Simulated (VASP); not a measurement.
Data:

```
CsCl
1.0
    4.12000     0.00000     0.00000
    0.00000     4.12000     0.00000
    0.00000     0.00000     4.12000
Cs Cl
1 1
Cartesian
  0.00000   0.00000   0.00000
  2.06000   2.06000   2.06000
```

Method: optB88-vdW, VASP's PBE PAW potentials (set 64) (plane waves; VASP 6.6.1). Settings: 520 eV cut-off, 6×6×6 Γ-centred mesh, Gaussian smearing of 0.050 eV, potentials Cs_sv Cl.

Question: The ions, cell shape and volume are relaxed. Give the cell that the relaxation ends in.

Answer: 
```
CsCl
1.0
    4.10192     0.00000     0.00000
    0.00000     4.10192     0.00000
    0.00000     0.00000     4.10192
Cs Cl
1 1
Direct
  0.00000   0.00000   0.00000
  0.50000   0.50000   0.50000
```
Space group Pm-3m (221), at a tolerance of 0.03 Å.

Question: How do energy and volume change from the first to the last step?

Answer: The energy (σ→0) changes by -0.4 meV/atom and the volume by -1.3 %, in 3 ionic steps.

The compound is CsCl in the CsCl type structure. This run relaxes it. Symmetry was kept, so distortions that lower it aren't found.
